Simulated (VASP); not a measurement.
# BaSi3 (Pm-3m) in VASP: notebook

One crystal, BaSi3, is run at these levels: PBE, PBE0; tasks: single point.

All numbers are computed with VASP 6.6.1; they aren't measurements. Logs are shortened: lines on timing, memory, paths and dates and some standing lists are left out, and cuts for length are marked.

### Step 1. The crystal as given

Symmetry: Pm-3m, No. 221, cubic system. Conventional cell: a = 4.553 Å, b = 4.553 Å, c = 4.553 Å, α = 90.00°, β = 90.00°, γ = 90.00°. Ba (site symmetry m-3m) is surrounded by 12 Si at 3.22 Å. Si (site symmetry 4/mmm) is surrounded by 4 Ba at 3.22 Å and 8 Si at 3.22 Å.

The cell comes from a database or a generator and needn't be the stable form of this composition.

### Step 2. Single point, PBE

Input file INCAR:

```
ALGO = Fast
EDIFF = 1E-6
ENCUT = 520
GGA = PE
ISIF = 2
ISMEAR = 0
LASPH = T
LCHARG = T
LELF = T
LREAL = F
LVHAR = T
LWAVE = F
NBANDS = 19
NELM = 80
PREC = Accurate
SIGMA = 0.05
```

Input file KPOINTS:

```
k-points
0
Gamma
  6 6 6
```

Input file POSCAR:

```
BaSi3
1.0
    4.5530100166      0.0000000000      0.0000000000
    0.0000000000      4.5530100166      0.0000000000
    0.0000000000      0.0000000000      4.5530100166
Ba Si
1 3
Direct
    0.0000000000      0.0000000000      0.0000000000
    0.0000000000      0.5000000000      0.5000000000
    0.5000000000      0.5000000000      0.0000000000
    0.5000000000      0.0000000000      0.5000000000
```

Potentials or basis: VASP PAW PBE potentials, release 64 (Ba_sv, Si).

The run is started by

```sh
cat potpaw_PBE.64/Ba_sv/POTCAR potpaw_PBE.64/Si/POTCAR > POTCAR
mpirun -np 1 vasp_std > vasp.out
```

OUTCAR:

```text
EDIFF = 1E-6
   ENCUT = 520
   GGA = PE
   ISIF = 2
   ISMEAR = 0
   LASPH = T
   LREAL = F
   NELM = 80
   PREC = Accurate

 ion  position               nearest neighbor table
   1  0.000  0.000  0.000-   2 3.22   3 3.22   4 3.22   2 3.22   4 3.22   2 3.22   3 3.22   2 3.22
                             3 3.22   4 3.22   4 3.22   3 3.22
   2  0.000  0.500  0.500-   1 3.22   1 3.22   1 3.22   1 3.22
   3  0.500  0.500  0.000-   1 3.22   1 3.22   1 3.22   1 3.22
   4  0.500  0.000  0.500-   1 3.22   1 3.22   1 3.22   1 3.22

  LATTYP: Found a simple cubic cell.
 ALAT       =     4.5530100166

  Lattice vectors:

 A1 = (   4.5530100166,   0.0000000000,   0.0000000000)
 A2 = (   0.0000000000,   4.5530100166,   0.0000000000)
 A3 = (   0.0000000000,   0.0000000000,   4.5530100166)

Analysis of symmetry for initial positions (statically):
=====================================================================
 Subroutine PRICEL returns:
 Original cell was already a primitive cell.

 Routine SETGRP: Setting up the symmetry group for a
 simple cubic supercell.

 Subroutine GETGRP returns: Found 48 space group operations
 (whereof 48 operations were pure point group operations)
 out of a pool of 48 trial point group operations.

The static configuration has the point symmetry O_h .

Analysis of symmetry for dynamics (positions and initial velocities):
=====================================================================
 Subroutine PRICEL returns:
 Original cell was already a primitive cell.

 Routine SETGRP: Setting up the symmetry group for a
 simple cubic supercell.

 Subroutine GETGRP returns: Found 48 space group operations
 (whereof 48 operations were pure point group operations)
 out of a pool of 48 trial point group operations.

The dynamic configuration has the point symmetry O_h .

 Subroutine INISYM returns: Found 48 space group operations
 (whereof 48 operations are pure point group operations),
 and found     1 'primitive' translations

----------------------------------------------------------------------------------------

                                     Primitive cell

  volume of cell :      94.3834

  direct lattice vectors                    reciprocal lattice vectors
     4.553010017  0.000000000  0.000000000     0.219634922  0.000000000  0.000000000
     0.000000000  4.553010017  0.000000000     0.000000000  0.219634922  0.000000000
     0.000000000  0.000000000  4.553010017     0.000000000  0.000000000  0.219634922

  length of vectors
     4.553010017  4.553010017  4.553010017     0.219634922  0.219634922  0.219634922

  position of ions in fractional coordinates (direct lattice)
     0.000000000  0.000000000  0.000000000
     0.000000000  0.500000000  0.500000000
     0.500000000  0.500000000  0.000000000
     0.500000000  0.000000000  0.500000000

  ion indices of the primitive-cell ions
   primitive index   ion index
                 1           1
                 2           2
                 3           3
                 4           4

----------------------------------------------------------------------------------------

 KPOINTS: k-points

Automatic generation of k-mesh.
 Grid dimensions read from file:
 generate k-points for:    6    6    6

 Generating k-lattice:

  Cartesian coordinates                     Fractional coordinates (reciprocal lattice)
     0.036605820  0.000000000  0.000000000     0.166666667  0.000000000  0.000000000
     0.000000000  0.036605820  0.000000000     0.000000000  0.166666667  0.000000000
     0.000000000  0.000000000  0.036605820     0.000000000  0.000000000  0.166666667

  Length of vectors
     0.036605820  0.036605820  0.036605820

  Shift w.r.t. Gamma in fractional coordinates (k-lattice)
     0.000000000  0.000000000  0.000000000

 Subroutine IBZKPT returns following result:
 ===========================================

 Found     20 irreducible k-points:

 Following reciprocal coordinates:
            Coordinates               Weight
  0.000000  0.000000  0.000000      1.000000
  0.166667  0.000000  0.000000      6.000000
  0.333333  0.000000  0.000000      6.000000
  0.500000  0.000000  0.000000      3.000000
  0.166667  0.166667  0.000000     12.000000
  0.333333  0.166667  0.000000     24.000000
[... 12 lines left out ...]
  0.500000  0.500000  0.333333      6.000000
  0.500000  0.500000  0.500000      1.000000
   k-points           NKPTS =     20   k-points in BZ     NKDIM =     20   number of bands    NBANDS=     19
   number of dos      NEDOS =    301   number of ions     NIONS =      4
   total plane-waves  NPLWV =  46656
   dimension x,y,z NGX =    36 NGY =   36 NGZ =   36
   dimension x,y,z NGXF=    72 NGYF=   72 NGZF=   72
   ions per type =               1   3
   NGX,Y,Z   is equivalent  to a cutoff of  13.14, 13.14, 13.14 a.u.
   NGXF,Y,Z  is equivalent  to a cutoff of  26.29, 26.29, 26.29 a.u.
 SYSTEM =  unknown system
   PREC   = accura    normal or accurate (medium, high low for compatibility)
   ISTART =      0    job   : 0-new  1-cont  2-samecut
   ICHARG =      2    charge: 1-file 2-atom 10-const
   ISPIN  =      1    spin polarized calculation?
   LNONCOLLINEAR =      F non collinear calculations
   LSORBIT =      F    spin-orbit coupling
   LASPH  =      T    aspherical Exc in radial PAW
   ENCUT  =  520.0 eV  38.22 Ry    6.18 a.u.   8.47  8.47  8.47*2*pi/ulx,y,z
   NELM   =     80;   NELMIN=  2; NELMDL= -5     # of ELM steps
   EDIFF  = 0.1E-05   stopping-criterion for ELM
   LREAL  =      F    real-space projection
   EDIFFG = 0.1E-04   stopping-criterion for IOM
   NSW    =      0    number of steps for IOM
   IBRION =     -1    ionic relax: 0-MD 1-quasi-New 2-CG
   NFREE  =      0    steps in history (QN), initial steepest desc. (CG)
   ISIF   =      2    stress and relaxation
   ISYM   =      2    0-nonsym 1-usesym 2-fastsym
   POTIM  = 0.5000    time-step for ionic-motion
   TEBEG  =    0.0;   TEEND  =   0.0 temperature during run
   PSTRESS=    0.0 pullay stress
   NELECT =      22.0000    total number of electrons
   NUPDOWN=      -1.0000    fix difference up-down
   EMIN   =  10.00;   EMAX   =-10.00  energy-range for DOS
   EFERMI =   0.00;   METHOD = LEGACY
   ISMEAR =     0;   SIGMA  =   0.05  broadening in eV -4-tet -1-fermi 0-gaus
   EFERMI_NEDOS =   21; number of points for ismear=-14 and -15
   IALGO  =     68    algorithm
   IMIX   =      4    mixing-type and parameters
     AMIX     =   0.40;   BMIX     =  1.00
     AMIX_MAG =   1.60;   BMIX_MAG =  1.00
  volume/ion in A,a.u.               =      23.60       159.23
  Fermi-wavevector in a.u.,A,eV,Ry     =   1.007513  1.903923 13.811022  1.015081
  Thomas-Fermi vector in A             =   2.140322
   LORBIT       =      0    0 simple, 1 ext, 2 COOP (PROOUT), +10 PAW based schemes
   GGA     = PE    functional components
   LHFCALC =     F    Hartree Fock is set to
   AEXX    =    0.0000 exact exchange contribution
   IVDW    =     0    specifies the selected vdW correction
   LEPSILON=     F    determine dielectric tensor
   LRPA    =     F    only Hartree local field effects (RPA)
 non-spin polarized calculation
 RMM-DIIS sequential band-by-band and
 Gauss-broadening in eV      SIGMA  =   0.05
  energy-cutoff  :      520.00
  volume of cell :       94.38
 maximum number of plane-waves:      2562
 NGX is ok and might be reduce to    36
   NGX = 17   NGY = 17   NGZ = 17

 number of electron      21.9999998 magnetization

 Free energy of the ion-electron system (eV)
  ---------------------------------------------------
  ext. energy  EPLUGINS =         0.00000000
  ---------------------------------------------------
  free energy    TOTEN  =       -16.52654600 eV

  energy without entropy =      -16.52188038  energy(sigma->0) =      -16.52421319

 E-fermi :   4.9139     XC(G=0):  -9.8058

 val. band max:        4.9048332037   @ k =   0.3333   0.1667   0.0000
 cond. band min:       5.0982915599   @ k =   0.3333   0.1667   0.0000
 fundamental gap:      0.1934583562
 Fermi energy:         4.9138934554

 k-point     1 :       0.0000    0.0000    0.0000
  band No.  band energies     occupation
      1     -21.6371      2.00000
      2      -7.0967      2.00000
      3      -7.0967      2.00000
      4      -7.0967      2.00000
      5      -4.6811      2.00000
      6      -0.2276      2.00000
[... 11 lines left out ...]
     18       8.0700      0.00000
     19       8.0736      0.00000

 k-point     2 :       0.1667    0.0000    0.0000
  band No.  band energies     occupation
      1     -21.6322      2.00000
      2      -7.3160      2.00000
      3      -7.0803      2.00000
      4      -7.0803      2.00000
      5      -4.3318      2.00000
      6      -0.5836      2.00000
[... 11 lines left out ...]
     18       9.1408      0.00000
     19       9.4033      0.00000

 k-point     3 :       0.3333    0.0000    0.0000
  band No.  band energies     occupation
      1     -21.6223      2.00000
      2      -7.6638      2.00000
      3      -7.0470      2.00000
      4      -7.0470      2.00000
      5      -3.5412      2.00000
      6      -1.4858      2.00000
[... 11 lines left out ...]
     18       9.2386      0.00000
     19      11.0034      0.00000

 k-point     4 :       0.5000    0.0000    0.0000
  band No.  band energies     occupation
      1     -21.6174      2.00000
      2      -7.8105      2.00000
      3      -7.0300      2.00000
      4      -7.0300      2.00000
      5      -2.5546      2.00000
      6      -2.5477      2.00000
[... 319 lines left out ...]
     18      10.4842      0.00000
     19      10.9693      0.00000

 k-point    19 :       0.5000    0.5000    0.3333
  band No.  band energies     occupation
      1     -21.5866      2.00000
      2      -7.4407      2.00000
      3      -7.4407      2.00000
      4      -7.2937      2.00000
      5      -2.1935      2.00000
      6      -1.7709      2.00000
[... 11 lines left out ...]
     18      10.6388      0.00000
     19      11.0624      0.00000

 k-point    20 :       0.5000    0.5000    0.5000
  band No.  band energies     occupation
      1     -21.5824      2.00000
      2      -7.3918      2.00000
      3      -7.3918      2.00000
      4      -7.3918      2.00000
      5      -1.9552      2.00000
      6      -1.9552      2.00000
[... 11 lines left out ...]
     18      10.5193      0.00000
     19      10.5207      0.00000

------------------------ aborting loop because EDIFF is reached ----------------------------------------

  FORCE on cell =-STRESS in cart. coord.  units (eV):
  Direction    XX          YY          ZZ          XY          YZ          ZX
  --------------------------------------------------------------------------------------
  -------------------------------------------------------------------------------------
  Total       -0.8063544     -0.8063544     -0.8063544      0.0000000     -0.0000000      0.0000000
  in kB      -13.6880238    -13.6880238    -13.6880238      0.0000000     -0.0000000      0.0000000
  external PRESSURE =     -13.6880238 kB  Pullay stress =       0.0000000 kB

 VOLUME and BASIS-vectors are now :
 -----------------------------------------------------------------------------
  energy-cutoff  :      520.00
  volume of cell :       94.38
      direct lattice vectors                 reciprocal lattice vectors
     4.553010017  0.000000000  0.000000000     0.219634922  0.000000000  0.000000000
     0.000000000  4.553010017  0.000000000     0.000000000  0.219634922  0.000000000
     0.000000000  0.000000000  4.553010017     0.000000000  0.000000000  0.219634922

 POSITION                                       TOTAL-FORCE (eV/Angst)
 -----------------------------------------------------------------------------------
      0.00000      0.00000      0.00000         0.000000      0.000000      0.000000
      0.00000      2.27651      2.27651         0.000000      0.000000      0.000000
      2.27651      2.27651      0.00000         0.000000      0.000000      0.000000
      2.27651      0.00000      2.27651         0.000000      0.000000      0.000000
 -----------------------------------------------------------------------------------
    total drift:                               -0.000000     -0.000000      0.000000

  FREE ENERGIE OF THE ION-ELECTRON SYSTEM (eV)
  ---------------------------------------------------
  free  energy   TOTEN  =       -16.5265460042 eV

  energy  without entropy=      -16.5218803790  energy(sigma->0) =      -16.52421319
```

Wall time 30 s (1 thread of Intel Xeon Platinum 8488C (Sapphire Rapids), shared host); peak memory 0.21 GiB.

What came out:

```
Free energy            : -16.5265 eV
Pressure               : -1.4 GPa
Band gap on the k mesh : none (metal or under the smearing width)
```

Levels at points of the mesh, in eV from the Fermi level:
```tsv
k point	band 9	band 10	band 11	band 12	band 13	band 14
(0.00, 0.00, 0.00)	-1.77	-1.77	1.65	1.65	1.65	2.93
(0.50, 0.00, 0.00)	-2.20	-1.46	0.51	0.51	0.98	1.01
(0.50, 0.50, 0.00)	-1.00	-1.00	-0.60	-0.05	1.19	1.19
(0.50, 0.50, 0.50)	-1.42	-1.42	-1.42	4.22	4.69	4.69
```

### Step 3. Single point, PBE0

This run uses another cell than the first one, of 22.60 Å³/atom, 0.958 times its volume.

Input file POSCAR:

```
BaSi3
1.0
    4.4879836367      0.0000000000      0.0000000000
    0.0000000000      4.4879836367      0.0000000000
    0.0000000000      0.0000000000      4.4879836367
Ba Si
1 3
Direct
    0.0000000000      0.0000000000      0.0000000000
    0.0000000000      0.5000000000      0.5000000000
    0.5000000000      0.5000000000      0.0000000000
    0.5000000000      0.0000000000      0.5000000000
```

Input file INCAR.step1:

```
SYSTEM = BaSi3
ALGO = Normal ; EDIFF = 1E-5
ENCUT = 520 ; GGA = PE
ISIF = 2 ; ISMEAR = 0
LASPH = .True. ; LREAL = .False.
LWAVE = .True. ; NBANDS = 19
NELM = 60 ; PREC = Accurate
SIGMA = 0.05
```

Input file INCAR.step2:

```
SYSTEM = BaSi3
AEXX = 0.25 ; ALGO = Normal
EDIFF = 1E-6 ; ENCUT = 520
GGA = PE ; HFRCUT = -1
ISIF = 2 ; ISMEAR = 0
ISTART = 1 ; LASPH = .True.
LCHARG = .True. ; LELF = .True.
LHFCALC = .True. ; LREAL = .False.
LVHAR = .True. ; LWAVE = .False.
NBANDS = 19 ; NELM = 60
PREC = Accurate ; PRECFOCK = Normal
SIGMA = 0.05
```

Input file KPOINTS:

```
k-points
0
Gamma
  4 4 4
  0 0 0
```

Potentials or basis: VASP PAW PBE potentials, release 64 (Ba_sv, Si).

The run is started by

```sh
cat potpaw_PBE.64/Ba_sv/POTCAR potpaw_PBE.64/Si/POTCAR > POTCAR
cp INCAR.step1 INCAR
mpirun -np 1 vasp_std > vasp.out
cp INCAR.step2 INCAR
mpirun -np 1 vasp_std > vasp.out
```

OUTCAR:

```text
SYSTEM = BaSi3
   AEXX = 0.25
   EDIFF = 1E-6
   ENCUT = 520
   GGA = PE
   ISIF = 2
   ISMEAR = 0
   ISTART = 1
   LASPH = .True.
   LHFCALC = .True.
   LREAL = .False.
   NELM = 60
   PREC = Accurate
   PRECFOCK = Normal

 ion  position               nearest neighbor table
   1  0.000  0.000  0.000-   2 3.17   3 3.17   4 3.17   2 3.17   4 3.17   2 3.17   3 3.17   2 3.17
                             3 3.17   4 3.17   4 3.17   3 3.17
   2  0.000  0.500  0.500-   1 3.17   1 3.17   1 3.17   1 3.17
   3  0.500  0.500  0.000-   1 3.17   1 3.17   1 3.17   1 3.17
   4  0.500  0.000  0.500-   1 3.17   1 3.17   1 3.17   1 3.17

  LATTYP: Found a simple cubic cell.
 ALAT       =     4.4879836367

  Lattice vectors:

 A1 = (   4.4879836367,   0.0000000000,   0.0000000000)
 A2 = (   0.0000000000,   4.4879836367,   0.0000000000)
 A3 = (   0.0000000000,   0.0000000000,   4.4879836367)

Analysis of symmetry for initial positions (statically):
=====================================================================
 Subroutine PRICEL returns:
 Original cell was already a primitive cell.

[... 167 lines left out ...]

 E-fermi :   5.6485     XC(G=0):  -7.8976

 val. band max:        4.9172912553   @ k =   0.5000   0.5000   0.0000
 cond. band min:       5.6973906758   @ k =   0.5000   0.2500   0.0000
 fundamental gap:      0.7800994205
 Fermi energy:         5.6484944494

 k-point     1 :       0.0000    0.0000    0.0000
  band No.  band energies     occupation
      1     -23.9400      2.00000
      2      -8.4175      2.00000
      3      -8.4175      2.00000
      4      -8.4175      2.00000
      5      -6.3961      2.00000
      6      -1.0349      2.00000
[... 197 lines left out ...]
      6      -3.2061      2.00000
[... 11 lines left out ...]
     18      12.0139      0.00000
     19      12.0139      0.00000

------------------------ aborting loop because EDIFF is reached ----------------------------------------

  FORCE on cell =-STRESS in cart. coord.  units (eV):
  Direction    XX          YY          ZZ          XY          YZ          ZX
  --------------------------------------------------------------------------------------
  -------------------------------------------------------------------------------------
  Total       -1.1736083     -1.1736083     -1.1736083      0.0000000      0.0000000     -0.0000000
  in kB      -20.8007958    -20.8007958    -20.8007958      0.0000000      0.0000000     -0.0000000
  external PRESSURE =     -20.8007958 kB  Pullay stress =       0.0000000 kB

 VOLUME and BASIS-vectors are now :
 -----------------------------------------------------------------------------
  energy-cutoff  :      520.00
  volume of cell :       90.40
      direct lattice vectors                 reciprocal lattice vectors
     4.487983637  0.000000000  0.000000000     0.222817212  0.000000000  0.000000000
     0.000000000  4.487983637  0.000000000     0.000000000  0.222817212  0.000000000
     0.000000000  0.000000000  4.487983637     0.000000000  0.000000000  0.222817212

 POSITION                                       TOTAL-FORCE (eV/Angst)
 -----------------------------------------------------------------------------------
      0.00000      0.00000      0.00000         0.000000      0.000000      0.000000
      0.00000      2.24399      2.24399         0.000000      0.000000      0.000000
      2.24399      2.24399      0.00000         0.000000      0.000000      0.000000
      2.24399      0.00000      2.24399         0.000000      0.000000      0.000000
 -----------------------------------------------------------------------------------
    total drift:                                0.000000      0.000000     -0.000000

  FREE ENERGIE OF THE ION-ELECTRON SYSTEM (eV)
  ---------------------------------------------------
  free  energy   TOTEN  =       -19.9244869177 eV

  energy  without entropy=      -19.9224542578  energy(sigma->0) =      -19.92347059
```

Run time: 20 min. Hardware: 1 thread of Intel Xeon Platinum 8488C (Sapphire Rapids), shared host; peak memory 0.23 GiB.

What came out:

```yaml
Free_energy: -19.9245 eV
Pressure: -2.1 GPa
Band_gap_on_the_k_mesh: none (metal or under the smearing width)
```

Levels at points of the mesh, in eV from the Fermi level:
```
           k point  band 9  band 10  band 11  band 12  band 13  band 14
(0.00, 0.00, 0.00)   -2.96    -2.96     1.80     1.80     1.80     3.23
(0.50, 0.00, 0.00)   -3.50    -2.53     0.37     0.37     1.05     1.30
(0.50, 0.50, 0.00)   -2.00    -2.00    -1.28    -0.73     1.30     1.30
(0.50, 0.50, 0.50)   -2.59    -2.59    -2.59     4.82     5.58     5.58
```

Caveat: the PAW data sets were made with another functional, which shifts forces and pressure a little.
